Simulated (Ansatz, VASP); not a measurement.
# In3Sb in two plane-wave programs

Wanted: the spread between two codes on one cell, functional and k mesh. The cell is generated by rule, not measured, and may not be a known phase. The cell is taken from a series of runs on this material, whose earlier steps may have relaxed, scaled, displaced or heated it; both programs get it as it stands.

Calculated with Ansatz 0.2.0; plane waves, with VASP 6.6.1 beside it; relaxation of cell and atoms at PBEsol.

The structure was built from a prototype and need not be the compound's stable phase.

### 1. Starting point

It takes space group P4/nmm (No. 129, tetragonal). Conventional cell: a = 5.534 Å, b = 5.534 Å, c = 6.910 Å, α = 90.00°, β = 90.00°, γ = 90.00°. Sb has 9 In at 3.07 to 3.49 Å nearest. Nearest to In lie 4 Sb at 3.07 Å and 6 In at 3.40 to 3.45 Å. Nearest to In lie 6 In at 3.14 to 3.45 Å and 4 Sb at 3.49 Å. Nearest to In lie 8 In at 3.14 to 3.40 Å and 1 Sb at 3.30 Å. Farther neighbours are not listed.

### 2. VASP: relaxation of cell and atoms, PBEsol

The relaxed volume is the usual yardstick between codes: in a stiff, nearly cubic crystal its relative difference is about their pressure difference at one cell divided by the bulk modulus.

Lines of VASP's logs that name or quote its potential files are left out, and so is its time.

INCAR

```
SYSTEM = In3Sb
PREC = Accurate
ENCUT = 500
EDIFF = 1E-07
NELM = 120
ISMEAR = 1
SIGMA = 0.15
LREAL = .FALSE.
ALGO = Normal
GGA = PS
NBANDS = 54
LORBIT = 11
LWAVE = .FALSE.
LCHARG = .FALSE.
ISIF = 3
IBRION = 2
NSW = 80
EDIFFG = -0.005
LASPH = .TRUE.
GGA_COMPAT = .FALSE.
NELMIN = 4
KPAR = 2
```

POSCAR

```
In3Sb
1.0
    5.5335450000      0.0000000000      0.0000000000
    0.0000000000      5.5335450000      0.0000000000
    0.0000000000      0.0000000000      6.9099460000
Sb In
2 6
Direct
    0.0000000000      0.5000000904      0.3089069003
    0.5000000904      0.0000000000      0.6910930997
    0.5000000904      0.5000000904      0.5000000000
    0.0000000000      0.0000000000      0.0000000000
    0.5000000904      0.5000000904      0.0000000000
    0.0000000000      0.0000000000      0.5000000000
    0.0000000000      0.5000000904      0.7859958674
    0.5000000904      0.0000000000      0.2140041326
```

KPOINTS

```
Automatic mesh
0
Gamma
6 6 6
0 0 0
```

The projector-augmented-wave data sets are Sb and In_d (PBE family, release 64).

Launch:

```console
$ mpirun -np 2 vasp_std
```

Numbers of over 12 decimals in the logs are rounded to 6 here.

The program printed:

```text
[banner, memory and clock lines left out]
running    2 mpi-ranks, on    1 nodes
 distrk:  each k-point on    1 cores,    2 groups
 distr:  one band on    1 cores,    1 groups

 POSCAR found type information on POSCAR SbIn
 POSCAR found :  2 types and       8 ions
|                                                                             |
|               ----> ADVICE to this user running VASP <----                  |
|                                                                             |
|     You enforced a specific xc type in the INCAR file but a different       |
|     [... a line on the potential file left out ...]
|     I HOPE YOU KNOW WHAT YOU ARE DOING!                                     |
|                                                                             |

 LDA part: xc-table for (Slater+PW92), standard interpolation
 POSCAR, INCAR and KPOINTS ok, starting setup
 FFT: planning ... GRIDC
 FFT: planning ... GRID_SOFT
 FFT: planning ... GRID
 WAVECAR not read
 entering main loop
       N       E                     dE             d eps       ncg     rms          rms(c)
DAV:   1     0.906464928056E+03    0.90646E+03   -0.38737E+04  4320   0.199E+03
DAV:   2     0.922852855976E+02   -0.81418E+03   -0.80069E+03  4320   0.525E+02
DAV:   3    -0.201940310955E+02   -0.11248E+03   -0.10968E+03  4784   0.209E+02
DAV:   4    -0.267868042594E+02   -0.65928E+01   -0.65181E+01  5152   0.528E+01
DAV:   5    -0.270581407390E+02   -0.27134E+00   -0.27124E+00  6626   0.929E+00    0.649E+00
DAV:   6    -0.267984028201E+02    0.25974E+00   -0.63415E-01  5488   0.796E+00    0.322E+00
DAV:   7    -0.267626426132E+02    0.35760E-01   -0.18454E-01  5776   0.342E+00    0.880E-01
DAV:   8    -0.267581484578E+02    0.44942E-02   -0.18158E-02  5796   0.138E+00    0.476E-01
DAV:   9    -0.267575169328E+02    0.63153E-03   -0.29220E-03  6100   0.733E-01    0.951E-02
DAV:  10    -0.267575298025E+02   -0.12870E-04   -0.32791E-04  6584   0.262E-01    0.455E-02
DAV:  11    -0.267575344516E+02   -0.46491E-05   -0.46946E-05  6364   0.659E-02    0.141E-02
DAV:  12    -0.267575339846E+02    0.46702E-06   -0.10115E-05  5444   0.394E-02    0.388E-03
DAV:  13    -0.267575339988E+02   -0.14248E-07   -0.74538E-07  4602   0.216E-02
   1 F= -.26757534E+02 E0= -.26753602E+02  d E =-.267575E+02
[... from here on, the cycles between the ionic steps are left out ...]
   2 F= -.26760453E+02 E0= -.26756502E+02  d E =-.291916E-02
   3 F= -.26762282E+02 E0= -.26758529E+02  d E =-.474818E-02
  53 F= -.26812166E+02 E0= -.26811674E+02  d E =-.485569E-03
  54 F= -.26812406E+02 E0= -.26811951E+02  d E =-.240268E-03
  55 F= -.26812933E+02 E0= -.26812586E+02  d E =-.767208E-03
  56 F= -.26813023E+02 E0= -.26812843E+02  d E =-.857543E-03
  57 F= -.26813150E+02 E0= -.26812907E+02  d E =-.984275E-03
  58 F= -.26813166E+02 E0= -.26812938E+02  d E =-.161179E-04
  59 F= -.26813173E+02 E0= -.26812958E+02  d E =-.233701E-04
  60 F= -.26813166E+02 E0= -.26812977E+02  d E =-.162838E-04
  61 F= -.26813174E+02 E0= -.26812966E+02  d E =-.243001E-04
 curvature:  -0.16 expect dE=-0.286E-05 dE for cont linesearch -0.152E-08
 trial: gam= 1.03888 g(F)=  0.317E-05 g(S)=  0.143E-04 ort = 0.396E-06 (trialstep = 0.688E+00)
 search vector abs. value=  0.365E-04
 bond charge predicted
       N       E                     dE             d eps       ncg     rms          rms(c)
DAV:   1    -0.268132135515E+02   -0.39473E-04   -0.39328E-03  6518   0.379E-01    0.354E-02
DAV:   2    -0.268131868537E+02    0.26698E-04   -0.98110E-05  5610   0.101E-01    0.126E-02
DAV:   3    -0.268131832184E+02    0.36354E-05   -0.16982E-05  6048   0.415E-02    0.515E-03
DAV:   4    -0.268131838323E+02   -0.61393E-06   -0.12463E-06  4906   0.111E-02    0.290E-03
DAV:   5    -0.268131843755E+02   -0.54317E-06   -0.12028E-07  2484   0.372E-03    0.851E-04
DAV:   6    -0.268131845556E+02   -0.18012E-06   -0.61307E-08  2280   0.283E-03    0.359E-04
DAV:   7    -0.268131845782E+02   -0.22619E-07   -0.20652E-08  2214   0.231E-03
  62 F= -.26813185E+02 E0= -.26812985E+02  d E =-.104611E-04
 trial-energy change:   -0.000010  1 .order   -0.000010   -0.000012   -0.000008
 step:   2.0106(harm=  2.0106)  dis= 0.00154  next Energy=   -26.813192 (dE=-0.180E-04)
 reached required accuracy - stopping structural energy minimisation
```

Parts of OUTCAR (step 2):

```text
ion  position               nearest neighbor table
   1  0.000  0.500  0.309-   3 3.07   6 3.07   3 3.07   6 3.07   7 3.30   5 3.49   4 3.49   4 3.49
                             5 3.49   7 3.61
   2  0.500  0.000  0.691-   3 3.07   6 3.07   3 3.07   6 3.07   8 3.30   5 3.49   4 3.49   4 3.49
                             5 3.49   8 3.61
   3  0.500  0.500  0.500-   1 3.07   2 3.07   2 3.07   1 3.07   7 3.40   8 3.40   8 3.40   7 3.40
                             5 3.45   5 3.45   6 3.91   6 3.91   6 3.91   6 3.91
   4  0.000  0.000  0.000-   7 3.14   8 3.14   8 3.14   7 3.14   6 3.45   6 3.45   1 3.49   2 3.49
                             1 3.49   2 3.49   5 3.91   5 3.91   5 3.91   5 3.91
   5  0.500  0.500  0.000-   7 3.14   8 3.14   8 3.14   7 3.14   3 3.45   3 3.45   1 3.49   2 3.49
                             1 3.49   2 3.49   4 3.91   4 3.91   4 3.91   4 3.91
   6  0.000  0.000  0.500-   1 3.07   2 3.07   2 3.07   1 3.07   7 3.40   8 3.40   8 3.40   7 3.40
                             4 3.45   4 3.45   3 3.91   3 3.91   3 3.91   3 3.91
   7  0.000  0.500  0.786-   4 3.14   5 3.14   5 3.14   4 3.14   1 3.30   6 3.40   3 3.40   3 3.40
                             6 3.40   1 3.61
   8  0.500  0.000  0.214-   4 3.14   5 3.14   5 3.14   4 3.14   2 3.30   6 3.40   3 3.40   3 3.40
                             6 3.40   2 3.61

  LATTYP: Found a simple tetragonal cell.
 ALAT       =     5.5335450000
 C/A-ratio  =     1.2487376537

 Subroutine GETGRP returns: Found 16 space group operations
 (whereof  8 operations were pure point group operations)

The static configuration has the point symmetry D_2d.
 The point group associated with its full space group is D_4h.

 Found     40 irreducible k-points:

   k-points           NKPTS =     40   k-points in BZ     NKDIM =     40   number of bands    NBANDS=     54

   dimension x,y,z NGX =    40 NGY =   40 NGZ =   50
   dimension x,y,z NGXF=    80 NGYF=   80 NGZF=  100

   ENCUT  =  500.0 eV  36.75 Ry    6.06 a.u.  10.09 10.09 12.60*2*pi/ulx,y,z

   NELECT =      88.0000    total number of electrons

 k-points in reciprocal lattice and weights: Automatic mesh
   0.00000000  0.00000000  0.00000000       0.005
   0.16666667  0.00000000  0.00000000       0.019
   0.33333333  0.00000000  0.00000000       0.019
   0.50000000  0.00000000  0.00000000       0.009
   0.16666667  0.16666667  0.00000000       0.019
   0.33333333  0.16666667  0.00000000       0.037
   0.50000000  0.16666667  0.00000000       0.019
   0.33333333  0.33333333  0.00000000       0.019
   0.50000000  0.33333333  0.00000000       0.019
[...]
0.50000000  0.33333333  0.50000000       0.019
   0.50000000  0.50000000  0.50000000       0.005

 average (electrostatic) potential at core
       1 -84.9396       2 -84.9396       3 -93.6102       4 -93.5844       5 -93.5844
       6 -93.6102       7 -93.5692       8 -93.5692

 E-fermi :   7.4026

 k-point     1 :       0.0000    0.0000    0.0000
  band No.  band energies     occupation
    ...
     42       5.8277      2.00000
     43       6.2670      2.00000
     44       6.7579      2.00000
     45       6.7902      2.00000
     46       6.7902      2.00000
     47       7.9538     -0.00000
     48       7.9538     -0.00000
     49       9.4011     -0.00000
     50       9.4995     -0.00000
     51      11.0706      0.00000
    ...

 k-point     2 :       0.1667    0.0000    0.0000
  band No.  band energies     occupation
    ...
     40       5.0847      2.00000
     41       5.4683      2.00000
     42       5.5688      2.00000
     43       6.0287      2.00000
     44       6.8974      2.00002
     45       7.5819     -0.07063
     46       7.7387     -0.00681
     47       7.8587     -0.00015
     48       8.2588     -0.00000
     49       9.0171     -0.00000
    ...

 k-point     3 :       0.3333    0.0000    0.0000
  band No.  band energies     occupation
    ...
     41       5.6693      2.00000
     42       5.9681      2.00000
     43       6.4006      2.00000
     44       7.1878      2.06106
     45       7.3050      1.88323
     46       7.4673      0.34022
     47       7.7488     -0.00524
     48       9.3567     -0.00000
     49      10.0561     -0.00000
     50      10.1175     -0.00000
    ...

  Total       -0.0141021     -0.0141021     -0.0276505      0.0000000      0.0000000      0.0000000
  in kB       -0.1068768     -0.1068768     -0.2095571      0.0000000      0.0000000      0.0000000
  external PRESSURE =      -0.1411035 kB  Pullay stress =       0.0000000 kB

  energy-cutoff  :      500.00
  volume of cell :      211.40
      direct lattice vectors                 reciprocal lattice vectors
     5.717659336 -0.000000000 -0.000000000     0.174896744  0.000000000 -0.000000000
     0.000000000  5.717659336  0.000000000    -0.000000000  0.174896744 -0.000000000
     0.000000000  0.000000000  6.466589752     0.000000000 -0.000000000  0.154641015

 POSITION                                       TOTAL-FORCE (eV/Angst)
 -----------------------------------------------------------------------------------
      0.00000      2.85883      2.24446         0.000000     -0.000000     -0.001237
      2.85883      0.00000      4.22213        -0.000000      0.000000      0.001237
      2.85883      2.85883      3.23329        -0.000000      0.000000      0.000000
      0.00000      0.00000      0.00000        -0.000000     -0.000000      0.000000
      2.85883      2.85883      0.00000        -0.000000     -0.000000      0.000000
      0.00000      0.00000      3.23329         0.000000      0.000000      0.000000
      5.71766      2.85883      5.33291         0.000000      0.000000      0.003286
      2.85883      0.00000      1.13368        -0.000000     -0.000000     -0.003286
 -----------------------------------------------------------------------------------
    total drift:                               -0.000461     -0.000210     -0.000001

  FREE ENERGIE OF THE ION-ELECTRON SYSTEM (eV)
  ---------------------------------------------------
  free  energy   TOTEN  =       -26.8131845782 eV

  energy  without entropy=      -26.8125864257  energy(sigma->0) =      -26.81298519

 reached required accuracy - stopping structural energy minimisation

 total charge
# of ion       s       p       d       tot
------------------------------------------
    1        1.205   1.169   0.032   2.406
    2        1.205   1.169   0.032   2.406
    3        0.945   0.563   9.864  11.372
    4        0.988   0.509   9.850  11.347
    5        0.988   0.509   9.850  11.347
    6        0.945   0.563   9.864  11.372
    7        0.979   0.533   9.850  11.363
    8        0.979   0.533   9.850  11.363
--------------------------------------------------
tot          8.236   5.547  59.191  72.975

[... 3 further parts left out ...]
```

The run keeps the 16 symmetry operations of its start, so it cannot find a distortion of lower symmetry.

(Continued in part 2 of 2.)

[Lines on the potential files, build, host, timing and source positions are cut from VASP's logs without a mark.]

[Logs are printed without paths, hosts, clocks, repeated set-up lines and the standing remarks that a program may print on its own settings, such as how far it seeks lower states.]

[Hosts, paths, dates, database ids (printed as entryN), source tags and the programs' standing remarks are cut or masked in the printed files.]
